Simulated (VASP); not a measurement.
Given:

```xyz
12
Lattice="5.6816 0.0000 0.0000 0.0000 4.0175 0.0000 0.0000 0.0000 27.1099" Properties=species:S:1:pos:R:3 pbc="T T T"
Al     0.0000     0.0000    18.5769
Al     2.8408     2.0088    16.5681
Al     0.0000     0.0000    14.5593
Al     2.8408     2.0088    12.5506
Al     0.0000     0.0000    10.5418
Al     2.8408     2.0088     8.5331
As     1.4204     0.0000    16.5681
As     4.2612     2.0088    18.5769
As     1.4204     0.0000    12.5506
As     4.2612     2.0088    14.5593
As     1.4204     0.0000     8.5331
As     4.2612     2.0088    10.5418
```

Computed with PBEsol GGA, VASP's PBE PAW potentials (set 64) (plane waves; VASP). Settings: PREC = Normal, EDIFF = 1E-5, 400 eV cut-off, 4×5×1 Γ-centred mesh, Gaussian smearing of 0.050 eV, potentials Al As.

Question: The ions are relaxed. Give the cell that the relaxation ends in.

Answer: 
```xyz
12
Lattice="5.6816 0.0000 0.0000 0.0000 4.0175 0.0000 0.0000 0.0000 27.1099" Properties=species:S:1:pos:R:3 pbc="T T T"
Al     5.3334     0.0000    18.0762
Al     2.9640     2.0088    16.6843
Al     0.1010     0.0000    14.5161
Al     2.9418     2.0088    12.5938
Al     0.1232     0.0000    10.4256
Al     2.4926     2.0088     9.0338
As     1.5361     0.0000    16.5414
As     4.1857     2.0088    18.8248
As     1.5043     0.0000    12.4984
As     4.3452     2.0088    14.6115
As     1.3448     0.0000     8.2852
As     4.3769     2.0088    10.5685
```

Question: How much energy does the relaxation gain?

Answer: The energy (σ→0) changes by -120.0 meV/atom, in 16 ionic steps.

The cell is a thin slab with vacuum, built from AlAs (zinc blende): (110) face.
